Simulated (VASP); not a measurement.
An input for Ansatz (written as the equivalent of a VASP run, and not itself run):

Ansatz 0.2 input:
```yaml
crystal:
  lattice:
    - [0.0000000, 2.6610715, 2.6610715]
    - [2.6610715, 0.0000000, 2.6610715]
    - [2.6610715, 2.6610715, 0.0000000]
  atoms:
    - { symbol: Ga, position: [0.0000000, 0.0000000, 0.0000000] }
    - { symbol: P, position: [0.2500000, 0.2500000, 0.2500000] }
kpoints:
  mp_grid: { grid: [8, 8, 8] }
hamiltonian:
  xc: r2scan
  dispersion: rvv10
  pseudopotentials: { kind: paw }
scf:
  occupations: { method: gaussian, width: 0.05 }
  max_iter: 100
output: { forces: true, stress: true, eigenvalues: true }
```

Q: Write the VASP files for the same calculation (r2SCAN+rVV10).

A: Several could match; the one computed here: 
**KPOINTS**
```
Automatic mesh
0
Gamma
8 8 8
0 0 0
```

File POSCAR:
```
GaP
5.3221430
  0.0000000000   0.4999999939   0.4999999939
  0.4999999939   0.0000000000   0.4999999939
  0.4999999939   0.4999999939   0.0000000000
Ga P
1 1
Cartesian
  0.0000000000   0.0000000000   0.0000000000
  0.2499999970   0.2499999970   0.2499999970
```

INCAR:
```
ALGO  =  Normal
BPARAM  =  11.95
CPARAM  =  0.0093
EDIFF  =  1E-7
ENCUT  =  520
ISIF  =  2
ISMEAR  =  0
LASPH  =  T
LCHARG  =  F
LMAXMIX  =  4
LMIXTAU  =  T
LREAL  =  F
LUSE_VDW  =  T
LWAVE  =  F
METAGGA  =  R2SCAN
NELM  =  100
PREC  =  Accurate
SIGMA  =  0.05
SYSTEM  =  GaP
```

POTCAR, in this order: Ga_d P (PBE.64 set). Program: vasp_std.

What does not carry over: each code has its own PAW files, so the cut-off isn't converted (ENCUT is set for VASP's; basis.ecutwfc is left out, and Ansatz then takes the one that its files recommend); Ansatz stops its SCF on the density residual and VASP on the energy change (EDIFF).

The compound is GaP in the zinc blende structure. This cell is one point of a volume scan, at 0.94 of the reference volume.
